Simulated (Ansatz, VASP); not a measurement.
**ZrAl3B3N: VASP beside Ansatz**

```
Zr Al B N
1.0
     4.29388    0.00000    0.00000
     0.00000    4.29388    0.00000
     0.00000    0.00000    7.43874
Zr Al B N
1 3 3 1
Direct
  0.00000 0.00000 0.50000
  0.00000 0.00000 0.00000
  0.50000 0.50000 0.23217
  0.50000 0.50000 0.76783
  0.50000 0.00000 0.50000
  0.00000 0.50000 0.50000
  0.50000 0.50000 0.50000
  0.50000 0.50000 0.00000
```

Alike in both runs: functional PBE; k mesh 3 × 3 × 2; occupations gaussian, width 0.15 eV; no spin polarisation.

Ansatz relaxed the structure, and its values are those at the end. VASP's run is a single point on that final structure, the one shown.

```csv
,VASP,Ansatz
version,VASP 6.6.1,Ansatz 0.2.0
potentials or method,"VASP PAW PBE potentials, release 64 (Zr_sv, Al, B, N)","scalar-relativistic, plane waves, PAW"
plane-wave cutoff (eV),520,420
valence electrons in the cell,35,35
```

```tsv
	VASP	Ansatz	Ansatz less VASP
gap on the k mesh at the Fermi level (eV)	none	none	-
pressure (GPa)	0.2	0.2	+0.01
```

A gap of «none» marks a metal or a gap that the smearing closes.

Caveats: the k mesh is coarse (spacing up to 0.49 Å⁻¹), so the values aren't converged.
